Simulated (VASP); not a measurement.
# GaGe3 (Pm-3m) in VASP: further runs

Runs on GaGe3. Level: PBE. Tasks: single point.

Everything below comes from runs of VASP 6.6.1. Logs are shortened: lines on timing, memory, paths and dates and some standing lists are left out, and cuts for length are marked.

**1. Starting point**

It takes space group Pm-3m (No. 221, cubic). Conventional cell: a = 4.278 Å, b = 4.278 Å, c = 4.278 Å, α = 90.00°, β = 90.00°, γ = 90.00°. Around Ga (site symmetry m-3m) lie 12 Ge at 3.03 Å. Ge (site symmetry 4/mmm) is surrounded by 4 Ga at 3.03 Å and 8 Ge at 3.03 Å.

The cell comes from a database or a generator and needn't be the stable form of this composition.

**2. Single point, PBE**

Contents of INCAR:

```
PREC     = Accurate       # precision mode
ENCUT    = 520            # plane-wave cutoff, eV
EDIFF    = 1E-7           # SCF threshold, eV
ISMEAR   = -1             # smearing method
SIGMA    = 0.1            # smearing width, eV
LREAL    = F              # projectors in reciprocal space
LASPH    = T              # aspherical terms in the spheres
NELM     = 100            # most SCF steps
ALGO     = Normal         # electronic algorithm
ISIF     = 2              # what is computed and relaxed
LWAVE    = F              # write WAVECAR
LCHARG   = T              # write CHGCAR
GGA      = PE             # functional
LELF     = T              # ELF
LVHAR    = T            
NBANDS   = 36             # bands
```

Contents of KPOINTS:

```
regular mesh
0
Gamma
  2 2 2
```

Contents of POSCAR:

```
GaGe3
1.0
    4.2784660000      0.0000000000      0.0000000000
    0.0000000000      4.2784660000      0.0000000000
    0.0000000000      0.0000000000      4.2784660000
Ga Ge
1 3
Direct
    0.0000000000      0.0000000000      0.0000000000
    0.0000000000      0.5000000000      0.5000000000
    0.5000000000      0.0000000000      0.5000000000
    0.5000000000      0.5000000000      0.0000000000
```

Potentials or basis: VASP PAW PBE potentials, release 64 (Ga_d, Ge_d).

Command:

```sh
cat potpaw_PBE.64/Ga_d/POTCAR potpaw_PBE.64/Ge_d/POTCAR > POTCAR
mpirun -np 1 vasp_std > vasp.out
```

OUTCAR:

```text
PREC = Accurate
   ENCUT = 520
   EDIFF = 1E-7
   ISMEAR = -1
   LREAL = F
   LASPH = T
   NELM = 100
   ISIF = 2
   GGA = PE

 ion  position               nearest neighbor table
   1  0.000  0.000  0.000-
   2  0.000  0.500  0.500-
   3  0.500  0.000  0.500-
   4  0.500  0.500  0.000-

  LATTYP: Found a simple cubic cell.
 ALAT       =     4.2784660000

  Lattice vectors:

 A1 = (   4.2784660000,   0.0000000000,   0.0000000000)
 A2 = (   0.0000000000,   4.2784660000,   0.0000000000)
 A3 = (   0.0000000000,   0.0000000000,   4.2784660000)

Analysis of symmetry for initial positions (statically):
=====================================================================
 Subroutine PRICEL returns:
 Original cell was already a primitive cell.

 Routine SETGRP: Setting up the symmetry group for a
 simple cubic supercell.

 Subroutine GETGRP returns: Found 48 space group operations
 (whereof 48 operations were pure point group operations)
 out of a pool of 48 trial point group operations.

The static configuration has the point symmetry O_h .

Analysis of symmetry for dynamics (positions and initial velocities):
=====================================================================
 Subroutine PRICEL returns:
 Original cell was already a primitive cell.

 Routine SETGRP: Setting up the symmetry group for a
 simple cubic supercell.

 Subroutine GETGRP returns: Found 48 space group operations
 (whereof 48 operations were pure point group operations)
 out of a pool of 48 trial point group operations.

The dynamic configuration has the point symmetry O_h .

 Subroutine INISYM returns: Found 48 space group operations
 (whereof 48 operations are pure point group operations),
 and found     1 'primitive' translations

----------------------------------------------------------------------------------------

                                     Primitive cell

  volume of cell :      78.3185

  direct lattice vectors                    reciprocal lattice vectors
[... 62 lines left out ...]
   ISTART =      0    job   : 0-new  1-cont  2-samecut
   ICHARG =      2    charge: 1-file 2-atom 10-const
   ISPIN  =      1    spin polarized calculation?
   LNONCOLLINEAR =      F non collinear calculations
   LSORBIT =      F    spin-orbit coupling
   LASPH  =      T    aspherical Exc in radial PAW
   ENCUT  =  520.0 eV  38.22 Ry    6.18 a.u.   7.96  7.96  7.96*2*pi/ulx,y,z
   NELM   =    100;   NELMIN=  2; NELMDL= -5     # of ELM steps
   EDIFF  = 0.1E-06   stopping-criterion for ELM
   LREAL  =      F    real-space projection
   EDIFFG = 0.1E-05   stopping-criterion for IOM
   NSW    =      0    number of steps for IOM
   IBRION =     -1    ionic relax: 0-MD 1-quasi-New 2-CG
   NFREE  =      0    steps in history (QN), initial steepest desc. (CG)
   ISIF   =      2    stress and relaxation
   ISYM   =      2    0-nonsym 1-usesym 2-fastsym
   POTIM  = 0.5000    time-step for ionic-motion
   TEBEG  =    0.0;   TEEND  =   0.0 temperature during run
   PSTRESS=    0.0 pullay stress
   NELECT =      55.0000    total number of electrons
   NUPDOWN=      -1.0000    fix difference up-down
   EMIN   =  10.00;   EMAX   =-10.00  energy-range for DOS
   EFERMI =   0.00;   METHOD = LEGACY
   ISMEAR =    -1;   SIGMA  =   0.10  broadening in eV -4-tet -1-fermi 0-gaus
   EFERMI_NEDOS =   21; number of points for ismear=-14 and -15
   IALGO  =     38    algorithm
   IMIX   =      4    mixing-type and parameters
     AMIX     =   0.40;   BMIX     =  1.00
     AMIX_MAG =   1.60;   BMIX_MAG =  1.00
  volume/ion in A,a.u.               =      19.58       132.13
  Fermi-wavevector in a.u.,A,eV,Ry     =   1.455150  2.749834 28.809797  2.117460
  Thomas-Fermi vector in A             =   2.572218
   LORBIT       =      0    0 simple, 1 ext, 2 COOP (PROOUT), +10 PAW based schemes
   GGA     = PE    functional components
   LHFCALC =     F    Hartree Fock is set to
   AEXX    =    0.0000 exact exchange contribution
   IVDW    =     0    specifies the selected vdW correction
   LEPSILON=     F    determine dielectric tensor
   LRPA    =     F    only Hartree local field effects (RPA)
 non-spin polarized calculation
  energy-cutoff  :      520.00
  volume of cell :       78.32
 maximum number of plane-waves:      2176
 NGX is ok and might be reduce to    32
   NGX = 15   NGY = 15   NGZ = 15

 number of electron      54.9999920 magnetization

 Free energy of the ion-electron system (eV)
  ---------------------------------------------------
  ext. energy  EPLUGINS =         0.00000000
  ---------------------------------------------------
  free energy    TOTEN  =       -13.53422746 eV

  energy without entropy =      -13.33830927  energy(sigma->0) =      -13.43626836

 E-fermi :   6.0630     XC(G=0): -11.0297

 val. band max:        5.9672573329   @ k =   0.5000   0.5000   0.0000
 cond. band min:       6.1192723304   @ k =   0.5000   0.0000   0.0000
 fundamental gap:      0.1520149975
 Fermi energy:         6.0629803433

 k-point     1 :       0.0000    0.0000    0.0000
  band No.  band energies     occupation
      1     -18.4602      2.00000
      2     -18.4602      2.00000
      3     -18.4602      2.00000
      4     -18.4446      2.00000
      5     -18.4272      2.00000
      6     -18.4272      2.00000
[... 145 lines left out ...]
     35      14.5872      0.00000
     36      14.5872      0.00000

------------------------ aborting loop because EDIFF is reached ----------------------------------------

  FORCE on cell =-STRESS in cart. coord.  units (eV):
  Direction    XX          YY          ZZ          XY          YZ          ZX
  --------------------------------------------------------------------------------------
  -------------------------------------------------------------------------------------
  Total        2.7846850      2.7846850      2.7846850     -0.0000000     -0.0000000      0.0000000
  in kB       56.9668764     56.9668764     56.9668764     -0.0000000     -0.0000000      0.0000000
  external PRESSURE =      56.9668764 kB  Pullay stress =       0.0000000 kB

 VOLUME and BASIS-vectors are now :
 -----------------------------------------------------------------------------
  energy-cutoff  :      520.00
  volume of cell :       78.32
      direct lattice vectors                 reciprocal lattice vectors
     4.278466000  0.000000000  0.000000000     0.233728631  0.000000000  0.000000000
     0.000000000  4.278466000  0.000000000     0.000000000  0.233728631  0.000000000
     0.000000000  0.000000000  4.278466000     0.000000000  0.000000000  0.233728631

 POSITION                                       TOTAL-FORCE (eV/Angst)
 -----------------------------------------------------------------------------------
      0.00000      0.00000      0.00000         0.000000      0.000000      0.000000
      0.00000      2.13923      2.13923         0.000000      0.000000      0.000000
      2.13923      0.00000      2.13923         0.000000      0.000000      0.000000
      2.13923      2.13923      0.00000         0.000000      0.000000      0.000000
 -----------------------------------------------------------------------------------
    total drift:                                0.000000     -0.000000     -0.000000

  FREE ENERGIE OF THE ION-ELECTRON SYSTEM (eV)
  ---------------------------------------------------
  free  energy   TOTEN  =       -13.5342274615 eV

  energy  without entropy=      -13.3383092678  energy(sigma->0) =      -13.43626836
```

OSZICAR:

```text
N       E                     dE             d eps       ncg     rms          rms(c)
DAV:   1     0.421159311944E+03    0.42116E+03   -0.27123E+04   356   0.401E+03
DAV:   2     0.666913194046E+02   -0.35447E+03   -0.34525E+03   288   0.726E+02
DAV:   3    -0.953442459631E+01   -0.76226E+02   -0.75508E+02   308   0.201E+02
DAV:   4    -0.135032560365E+02   -0.39688E+01   -0.39345E+01   352   0.517E+01
DAV:   5    -0.136007427320E+02   -0.97487E-01   -0.97366E-01   332   0.870E+00    0.195E+00
DAV:   6    -0.135452441791E+02    0.55499E-01   -0.11960E-01   356   0.333E+00    0.107E+00
DAV:   7    -0.135354814326E+02    0.97627E-02   -0.19858E-02   364   0.108E+00    0.345E-01
DAV:   8    -0.135342153229E+02    0.12661E-02   -0.22714E-03   352   0.373E-01    0.558E-02
DAV:   9    -0.135342299145E+02   -0.14592E-04   -0.22240E-04   324   0.155E-01    0.339E-02
DAV:  10    -0.135342270647E+02    0.28498E-05   -0.16682E-05   316   0.373E-02    0.765E-03
DAV:  11    -0.135342274802E+02   -0.41555E-06   -0.42397E-06   360   0.257E-02    0.326E-03
DAV:  12    -0.135342274615E+02    0.18681E-07   -0.20256E-07   240   0.533E-03
   1 F= -.13534227E+02 E0= -.13436268E+02  d E =-.195918E+00
```

stdout:

```text
POSCAR found type information on POSCAR GaGe
 POSCAR found :  2 types and       4 ions
 scaLAPACK will be used
 LDA part: xc-table for (Slater+PW92), standard interpolation
 POSCAR, INCAR and KPOINTS ok, starting setup
 FFT: planning ... GRIDC
 FFT: planning ... GRID_SOFT
 FFT: planning ... GRID
 WAVECAR not read
 entering main loop
```

It took 11 s on 1 thread of Intel Xeon Platinum 8488C (Sapphire Rapids), shared host; peak memory 0.17 GiB.

What came out:

```
Free energy            : -13.5342 eV
Pressure               : 5.7 GPa
Band gap on the k mesh : none (metal or under the smearing width)
```

Caveat: the k mesh is coarse (spacing up to 0.73 Å⁻¹), so the values aren't converged.

**3. Single point, PBE**

Contents of INCAR:

```
ALGO = Normal ; EDIFF = 1E-6
ENCUT = 520 ; GGA = PE
ISIF = 2 ; ISMEAR = -1
LASPH = T ; LCHARG = F
LREAL = F ; LWAVE = F
NBANDS = 36 ; NELM = 100
PREC = Accurate ; SIGMA = 0.1
```

Contents of KPOINTS:

```
k-points
0
Gamma
  3 3 3
```

POSCAR is that of step 2.

Potentials or basis: VASP PAW PBE potentials, release 64 (Ga_d, Ge_d).

Command:

```sh
cat potpaw_PBE.64/Ga_d/POTCAR potpaw_PBE.64/Ge_d/POTCAR > POTCAR
mpirun -np 1 vasp_std > vasp.out
```

Run time: 10 s. Hardware: 1 thread of Intel Xeon Platinum 8488C (Sapphire Rapids), shared host; peak memory 0.17 GiB.

It converged, with:

| Item | Value |
| --- | --- |
| Free energy | -15.0287 eV |
| Pressure | 1.1 GPa |
| Band gap on the k mesh | none (metal or under the smearing width) |

Levels at points of the mesh, in eV from the Fermi level:
| k point | band 24 | band 25 | band 26 | band 27 | band 28 | band 29 | band 30 | band 31 |
| --- | --- | --- | --- | --- | --- | --- | --- | --- |
| (0.00, 0.00, 0.00) | -3.88 | -3.88 | -3.88 | -3.42 | 2.51 | 2.51 | 2.51 | 3.43 |

Caveat: the k mesh is coarse (spacing up to 0.49 Å⁻¹), so the values aren't converged.

**4. Single point, PBE**

Contents of INCAR:

```
PREC = Accurate
ENCUT = 520
EDIFF = 1E-6
ISMEAR = -1
SIGMA = 0.1
LREAL = F
LASPH = T
NELM = 100
ALGO = Normal
ISIF = 2
LWAVE = F
LCHARG = T
GGA = PE
LELF = T
LVHAR = T
NBANDS = 36
```

Contents of KPOINTS:

```
regular mesh
0
Gamma
  4 4 4
```

POSCAR is that of step 3.

Command:

```sh
cat potpaw_PBE.64/Ga_d/POTCAR potpaw_PBE.64/Ge_d/POTCAR > POTCAR
mpirun -np 1 vasp_std > vasp.out
```

Run time: 13 s. Hardware: 1 thread of Intel Xeon Platinum 8488C (Sapphire Rapids), shared host; peak memory 0.17 GiB.

Results (log left out):

- Free energy: -15.5423 eV
- Pressure: -0.4 GPa
- Band gap on the k mesh: none (metal or under the smearing width)

Levels at points of the mesh, in eV from the Fermi level:
```csv
k point,band 23,band 24,band 25,band 26,band 27,band 28,band 29,band 30,band 31,band 32
"(0.00, 0.00, 0.00)",-5.50,-3.70,-3.70,-3.70,-3.25,2.68,2.68,2.68,3.61,3.61
"(0.50, 0.00, 0.00)",-5.06,-3.26,-1.85,-1.85,-1.24,-1.24,0.05,0.29,4.46,4.63
"(0.50, 0.50, 0.00)",-8.73,-7.05,-0.67,-0.10,-0.10,0.12,0.31,0.31,0.75,1.68
"(0.50, 0.50, 0.50)",-7.70,-5.30,-5.13,-4.80,-4.80,-4.80,6.67,6.67,6.75,6.75
```

Caveat: the k mesh is coarse (spacing up to 0.37 Å⁻¹), so the values aren't converged.

**5. Overview**

```csv
k mesh,gap on the mesh (eV),pressure (GPa)
2 × 2 × 2,none,5.7
3 × 3 × 3,none,1.1
4 × 4 × 4,none,-0.4
```

Alike in all rows: task single point; level PBE; potentials or basis VASP PAW PBE potentials, release 64 (Ga_d, Ge_d); no spin polarisation; cell as given; cutoff (eV) 520; smearing fermi-dirac 0.1 eV; the mesh is coarse, so values aren't converged.

Caveats: all runs use coarse meshes.

Absolute energies hang on the potentials; compare differences alone.
